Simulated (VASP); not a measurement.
# Si3P4 (I-42m) in VASP: density of states with PBE

Aim: the density of states of Si3P4 with PBE.

Program: VASP 6.6.1. These are calculated values, not measurements. Logs are shortened: lines on timing, memory, paths and dates and some standing lists are left out, and cuts for length are marked.

### 1 The crystal as given

Symmetry: I-42m, No. 121, tetragonal system. Conventional cell: a = 5.120 Å, b = 5.120 Å, c = 10.241 Å, α = 90.00°, β = 90.00°, γ = 90.00°. Around Si (site symmetry -4) lie 4 P at 2.29 Å. Around Si (site symmetry -42m) lie 4 P at 2.27 Å. P (site symmetry m) has 3 Si at 2.27 to 2.29 Å as nearest neighbours.

The cell was built by a generator and needn't be a form met in nature.

### 2 Density of states, PBE

The input, POSCAR:

```
Si3P4                                   
1.0
   -2.5601706173      2.5601706173      5.1203407075
    2.5601706173     -2.5601706173      5.1203407075
    2.5601706173      2.5601706173     -5.1203407075
  Si              P             
     3     4
Direct
     0.7500000000000000    0.2500000000000000    0.5000000000000000
     0.2500000000000000    0.7500000000000000    0.5000000000000000
     0.5000000000000000    0.5000000000000000    0.0000000000000000
     0.3452524197657513    0.8830796456163311    0.0000000000000000
     0.8830796456163311    0.3452524197657513    0.0000000000000000
     0.1169203543836688    0.1169203543836688    0.4621727741494273
     0.6547475802342487    0.6547475802342487    0.5378272258505727
```

The input, INCAR.step1:

```
  ALGO = Normal
  EDIFF = 1E-7
  ENCUT = 520
  GGA = PE
  ISIF = 2
  ISMEAR = 0
  KPAR = 4
  LASPH = T
  LCHARG = T
  LREAL = F
  LWAVE = F
  NELM = 80
  PREC = Accurate
  SIGMA = 0.1
```

The input, KPOINTS.step1:

```
k-points
0
Gamma
  8 8 8
```

The input, INCAR.step2:

```
  ALGO = Normal
  EDIFF = 1E-7
  ENCUT = 520
  GGA = PE
  ICHARG = 11
  ISIF = 2
  ISMEAR = -5
  KPAR = 4
  LASPH = T
  LCHARG = F
  LORBIT = 10
  LREAL = F
  LWAVE = F
  NEDOS = 2001
  NELM = 80
  PREC = Accurate
  SIGMA = 0.1
```

The input, KPOINTS.step2:

```
k-points
0
Gamma
  12 12 12
```

Potentials or basis: VASP PAW PBE potentials, release 64 (Si, P).

Command:

```console
> cat potpaw_PBE.64/Si/POTCAR potpaw_PBE.64/P/POTCAR > POTCAR
> cp INCAR.step1 INCAR
> cp KPOINTS.step1 KPOINTS
> mpirun -np 4 vasp_std > vasp.out
> cp INCAR.step2 INCAR
> cp KPOINTS.step2 KPOINTS
> mpirun -np 4 vasp_std > vasp.out
```

OUTCAR:

```text
EDIFF = 1E-7
   ENCUT = 520
   GGA = PE
   ICHARG = 11
   ISIF = 2
   ISMEAR = -5
   LASPH = T
   LORBIT = 10
   LREAL = F
   NELM = 80
   PREC = Accurate

 ion  position               nearest neighbor table
   1  0.750  0.250  0.500-   6 2.29   5 2.29   4 2.29   7 2.29
   2  0.250  0.750  0.500-   6 2.29   4 2.29   5 2.29   7 2.29
   3  0.500  0.500  0.000-   7 2.27   6 2.27   5 2.27   4 2.27
   4  0.345  0.883  0.000-   3 2.27   1 2.29   2 2.29
   5  0.883  0.345  0.000-   3 2.27   2 2.29   1 2.29
   6  0.117  0.117  0.462-   3 2.27   1 2.29   2 2.29
   7  0.655  0.655  0.538-   3 2.27   2 2.29   1 2.29

  LATTYP: Found a body centered tetragonal cell.
 ALAT       =     5.1203412346
 C/A-ratio  =     1.9999997941

  Lattice vectors:

 A1 = (  -2.5601706173,   2.5601706173,   5.1203407075)
 A2 = (   2.5601706173,  -2.5601706173,   5.1203407075)
 A3 = (   2.5601706173,   2.5601706173,  -5.1203407075)

Analysis of symmetry for initial positions (statically):
=====================================================================
 Subroutine PRICEL returns:
 Original cell was already a primitive cell.

 Routine SETGRP: Setting up the symmetry group for a
 body centered tetragonal supercell.

 Subroutine GETGRP returns: Found  8 space group operations
 (whereof  8 operations were pure point group operations)
 out of a pool of 16 trial point group operations.

The static configuration has the point symmetry D_2d.

Analysis of symmetry for dynamics (positions and initial velocities):
=====================================================================
 Subroutine PRICEL returns:
 Original cell was already a primitive cell.

 Routine SETGRP: Setting up the symmetry group for a
 body centered tetragonal supercell.

 Subroutine GETGRP returns: Found  8 space group operations
 (whereof  8 operations were pure point group operations)
 out of a pool of 16 trial point group operations.

The dynamic configuration has the point symmetry D_2d.

 Subroutine INISYM returns: Found  8 space group operations
 (whereof  8 operations are pure point group operations),
 and found     1 'primitive' translations

----------------------------------------------------------------------------------------

                                     Primitive cell

  volume of cell :     134.2446

  direct lattice vectors                    reciprocal lattice vectors
    -2.560170617  2.560170617  5.120340707     0.000000000  0.195299484  0.097649752
     2.560170617 -2.560170617  5.120340707     0.195299484  0.000000000  0.097649752
     2.560170617  2.560170617 -5.120340707     0.195299484  0.195299484  0.000000000

  length of vectors
     6.271111236  6.271111236  6.271111236     0.218351465  0.218351465  0.276195179

  position of ions in fractional coordinates (direct lattice)
     0.750000000  0.250000000  0.500000000
     0.250000000  0.750000000  0.500000000
     0.500000000  0.500000000  0.000000000
     0.345252420  0.883079646  0.000000000
     0.883079646  0.345252420  0.000000000
     0.116920354  0.116920354  0.462172774
     0.654747580  0.654747580  0.537827226

  ion indices of the primitive-cell ions
   primitive index   ion index
                 1           1
                 2           2
                 3           3
                 4           4
                 5           5
                 6           6
                 7           7

----------------------------------------------------------------------------------------

 KPOINTS: k-points

Automatic generation of k-mesh.
 Grid dimensions read from file:
 generate k-points for:   12   12   12

 Generating k-lattice:

  Cartesian coordinates                     Fractional coordinates (reciprocal lattice)
     0.000000000  0.016274957  0.008137479     0.083333333 -0.000000000  0.000000000
     0.016274957  0.000000000  0.008137479    -0.000000000  0.083333333  0.000000000
     0.016274957  0.016274957  0.000000000     0.000000000  0.000000000  0.083333333

  Length of vectors
     0.018195955  0.018195955  0.023016265

  Shift w.r.t. Gamma in fractional coordinates (k-lattice)
     0.000000000  0.000000000  0.000000000

 TETIRR: Found   2206 inequivalent tetrahedra from    10368

 Subroutine IBZKPT returns following result:
 ===========================================

 Found    163 irreducible k-points:

 Following reciprocal coordinates:
            Coordinates               Weight
  0.000000  0.000000  0.000000      1.000000
  0.083333  0.000000 -0.000000      8.000000
  0.166667  0.000000 -0.000000      8.000000
  0.250000  0.000000 -0.000000      8.000000
  0.333333  0.000000 -0.000000      8.000000
  0.416667  0.000000 -0.000000      8.000000
[... 16 lines left out ...]
  0.500000  0.166667 -0.000000     16.000000
 -0.416667  0.166667  0.000000     16.000000
 [... further k-points ...]
   k-points           NKPTS =    163   k-points in BZ     NKDIM =    163   number of bands    NBANDS=     20
   number of dos      NEDOS =   2001   number of ions     NIONS =      7
   total plane-waves  NPLWV = 110592
   dimension x,y,z NGX =    48 NGY =   48 NGZ =   48
   dimension x,y,z NGXF=    96 NGYF=   96 NGZF=   96
   ions per type =               3   4
   NGX,Y,Z   is equivalent  to a cutoff of  12.72, 12.72, 12.72 a.u.
   NGXF,Y,Z  is equivalent  to a cutoff of  25.45, 25.45, 25.45 a.u.
 SYSTEM =  unknown system
   PREC   = accura    normal or accurate (medium, high low for compatibility)
   ISTART =      0    job   : 0-new  1-cont  2-samecut
   ICHARG =     11    charge: 1-file 2-atom 10-const
   ISPIN  =      1    spin polarized calculation?
   LNONCOLLINEAR =      F non collinear calculations
   LSORBIT =      F    spin-orbit coupling
   LASPH  =      T    aspherical Exc in radial PAW
   ENCUT  =  520.0 eV  38.22 Ry    6.18 a.u.  11.66 11.66 11.66*2*pi/ulx,y,z
   NELM   =     80;   NELMIN=  2; NELMDL=  0     # of ELM steps
   EDIFF  = 0.1E-06   stopping-criterion for ELM
   LREAL  =      F    real-space projection
   EDIFFG = 0.1E-05   stopping-criterion for IOM
   NSW    =      0    number of steps for IOM
   IBRION =     -1    ionic relax: 0-MD 1-quasi-New 2-CG
   NFREE  =      0    steps in history (QN), initial steepest desc. (CG)
   ISIF   =      2    stress and relaxation
   ISYM   =      2    0-nonsym 1-usesym 2-fastsym
   POTIM  = 0.5000    time-step for ionic-motion
   TEBEG  =    0.0;   TEEND  =   0.0 temperature during run
   PSTRESS=    0.0 pullay stress
   NELECT =      32.0000    total number of electrons
   NUPDOWN=      -1.0000    fix difference up-down
   EMIN   =  10.00;   EMAX   =-10.00  energy-range for DOS
   EFERMI =   0.00;   METHOD = LEGACY
   ISMEAR =    -5;   SIGMA  =   0.10  broadening in eV -4-tet -1-fermi 0-gaus
   EFERMI_NEDOS =   21; number of points for ismear=-14 and -15
   IALGO  =     38    algorithm
   IMIX   =      4    mixing-type and parameters
     AMIX     =   0.40;   BMIX     =  1.00
     AMIX_MAG =   1.60;   BMIX_MAG =  1.00
  volume/ion in A,a.u.               =      19.18       129.42
  Fermi-wavevector in a.u.,A,eV,Ry     =   1.015062  1.918189 14.018777  1.030351
  Thomas-Fermi vector in A             =   2.148326
   LORBIT       =     10    0 simple, 1 ext, 2 COOP (PROOUT), +10 PAW based schemes
   GGA     = PE    functional components
   LHFCALC =     F    Hartree Fock is set to
   AEXX    =    0.0000 exact exchange contribution
   IVDW    =     0    specifies the selected vdW correction
   LEPSILON=     F    determine dielectric tensor
   LRPA    =     F    only Hartree local field effects (RPA)
 non-spin polarized calculation
 Fermi weights with tetrahedron method with Bloechl corrections
  energy-cutoff  :      520.00
  volume of cell :      134.24
 maximum number of plane-waves:      3672

 number of electron      32.0000000 magnetization

 Free energy of the ion-electron system (eV)
  ---------------------------------------------------
  ext. energy  EPLUGINS =         0.00000000
  ---------------------------------------------------
  free energy    TOTEN  =       -38.63743899 eV

  energy without entropy =      -38.63743899  energy(sigma->0) =      -38.63743899

 E-fermi :   6.0678     XC(G=0):  -9.7217

 val. band max:        6.0657643004   @ k =   0.0000   0.0000   0.0000
 cond. band min:       6.4406414914   @ k =   0.5000   0.5000   0.5000
 fundamental gap:      0.3748771910
 Fermi energy:         6.0678403670

 k-point     1 :       0.0000    0.0000    0.0000
  band No.  band energies     occupation
      1      -7.6459      2.00000
      2      -4.1571      2.00000
      3      -4.0624      2.00000
      4      -4.0623      2.00000
      5      -2.4541      2.00000
      6      -2.2638      2.00000
[... 12 lines left out ...]
     19       9.1590      0.00000
     20       9.2129      0.00000

 k-point     2 :       0.0833    0.0000   -0.0000
  band No.  band energies     occupation
      1      -7.6071      2.00000
      2      -4.2099      2.00000
      3      -4.1658      2.00000
      4      -4.1090      2.00000
      5      -2.3645      2.00000
      6      -2.1768      2.00000
[... 12 lines left out ...]
     19       9.0549      0.00000
     20       9.2141      0.00000
[... 465 lines left out ...]
      3      -4.9684      2.00000
      4      -4.3741      2.00000
      5      -1.7620      2.00000
      6      -0.8958      2.00000
[... 12 lines left out ...]
     19       8.8866      0.00000
     20       9.4967      0.00000

 k-point    24 :      -0.4167    0.1667    0.0000
  band No.  band energies     occupation
      1      -6.7262      2.00000
      2      -5.5723      2.00000
      3      -4.8969      2.00000
      4      -4.3074      2.00000
      5      -1.8308      2.00000
      6      -1.2003      2.00000
[... 12 lines left out ...]
     19       8.7682      0.00000
     20       9.0451      0.00000

 [... further k-points ...]

------------------------ aborting loop because EDIFF is reached ----------------------------------------

  FORCE on cell =-STRESS in cart. coord.  units (eV):
  Direction    XX          YY          ZZ          XY          YZ          ZX
  --------------------------------------------------------------------------------------
  -------------------------------------------------------------------------------------
  Total        0.0026164      0.0026164     -0.0048691      0.0000000      0.0000000      0.0000000
  in kB        0.0312262      0.0312262     -0.0581121      0.0000000      0.0000000      0.0000000
  external PRESSURE =       0.0014468 kB  Pullay stress =       0.0000000 kB

 VOLUME and BASIS-vectors are now :
 -----------------------------------------------------------------------------
  energy-cutoff  :      520.00
  volume of cell :      134.24
      direct lattice vectors                 reciprocal lattice vectors
    -2.560170617  2.560170617  5.120340707     0.000000000  0.195299484  0.097649752
     2.560170617 -2.560170617  5.120340707     0.195299484  0.000000000  0.097649752
     2.560170617  2.560170617 -5.120340707     0.195299484  0.195299484  0.000000000

 POSITION                                       TOTAL-FORCE (eV/Angst)
 -----------------------------------------------------------------------------------
      0.00000      2.56017      2.56017        -0.000000     -0.000000     -0.000000
      2.56017      0.00000      2.56017        -0.000000     -0.000000     -0.000000
      0.00000      0.00000      5.12034        -0.000000     -0.000000     -0.000000
      1.37693     -1.37693      6.28948        -0.000171      0.000171      0.004355
     -1.37693      1.37693      6.28948         0.000171     -0.000171      0.004355
      1.18324      1.18324     -1.16914         0.000171      0.000171     -0.004355
      1.37693      1.37693      3.95120        -0.000171     -0.000171     -0.004355
 -----------------------------------------------------------------------------------
    total drift:                               -0.000049     -0.000049      0.000049

  FREE ENERGIE OF THE ION-ELECTRON SYSTEM (eV)
  ---------------------------------------------------
  free  energy   TOTEN  =       -38.6374389855 eV

  energy  without entropy=      -38.6374389855  energy(sigma->0) =      -38.63743899

 total charge

# of ion       s       p       d       tot
------------------------------------------
    1        0.739   0.861   0.000   1.600
    2        0.739   0.861   0.000   1.600
    3        0.740   0.877   0.000   1.617
    4        1.059   1.464   0.000   2.523
    5        1.059   1.464   0.000   2.523
    6        1.059   1.464   0.000   2.523
    7        1.059   1.464   0.000   2.523
--------------------------------------------------
tot          6.455   8.454   0.000  14.909
```

Run time: 72 s. Hardware: 4 MPI ranks of Intel Xeon 6975P-C (Granite Rapids), shared host; peak memory 0.53 GiB.

Results:

```
Valence electrons inside the program's atomic spheres : Si 1.60, 1.62; P 2.52
```

States per cell in windows of 0.5 eV (zero at the valence-band top; states under -8 eV left out):
| from (eV) | total | P4_p | P5_p | P6_p | P7_p | Si1_p | Si2_p |
| --- | --- | --- | --- | --- | --- | --- | --- |
| -8.0 | 1.94 | 0.06 | 0.06 | 0.06 | 0.06 | 0.02 | 0.02 |
| -7.5 | 0.90 | 0.03 | 0.03 | 0.03 | 0.03 | 0.02 | 0.02 |
| -7.0 | 0.84 | 0.03 | 0.03 | 0.03 | 0.03 | 0.02 | 0.02 |
| -6.5 | 0.50 | 0.02 | 0.02 | 0.02 | 0.02 | 0.01 | 0.01 |
| -6.0 | 0.70 | 0.03 | 0.03 | 0.03 | 0.03 | 0.02 | 0.02 |
| -5.5 | 1.07 | 0.05 | 0.05 | 0.05 | 0.05 | 0.04 | 0.04 |
| -5.0 | 1.91 | 0.10 | 0.10 | 0.10 | 0.10 | 0.08 | 0.08 |
| -4.5 | 1.77 | 0.10 | 0.10 | 0.10 | 0.10 | 0.07 | 0.07 |
| -4.0 | 2.23 | 0.14 | 0.14 | 0.14 | 0.14 | 0.10 | 0.10 |
| -3.5 | 2.07 | 0.14 | 0.14 | 0.14 | 0.14 | 0.10 | 0.10 |
| -3.0 | 2.72 | 0.20 | 0.20 | 0.20 | 0.20 | 0.13 | 0.13 |
| -2.5 | 1.05 | 0.08 | 0.08 | 0.08 | 0.08 | 0.05 | 0.05 |
| -2.0 | 1.42 | 0.10 | 0.10 | 0.10 | 0.10 | 0.03 | 0.03 |
| -1.5 | 1.51 | 0.11 | 0.11 | 0.11 | 0.11 | 0.03 | 0.03 |
| -1.0 | 1.94 | 0.16 | 0.16 | 0.16 | 0.16 | 0.04 | 0.04 |
| -0.5 | 0.91 | 0.08 | 0.08 | 0.08 | 0.08 | 0.01 | 0.01 |
| 0.0 | 0.01 | 0.00 | 0.00 | 0.00 | 0.00 | 0.00 | 0.00 |
| 0.5 | 0.29 | 0.01 | 0.01 | 0.01 | 0.01 | 0.01 | 0.01 |
| 1.0 | 0.85 | 0.02 | 0.02 | 0.02 | 0.02 | 0.02 | 0.02 |
| 1.5 | 1.63 | 0.04 | 0.04 | 0.04 | 0.04 | 0.05 | 0.05 |
| 2.0 | 1.99 | 0.06 | 0.06 | 0.06 | 0.06 | 0.05 | 0.05 |
| 2.5 | 2.11 | 0.08 | 0.08 | 0.08 | 0.08 | 0.05 | 0.05 |
| 3.0 | 1.13 | 0.04 | 0.04 | 0.04 | 0.04 | 0.04 | 0.04 |
| 3.5 | 0.00 | 0.00 | 0.00 | 0.00 | 0.00 | 0.00 | 0.00 |
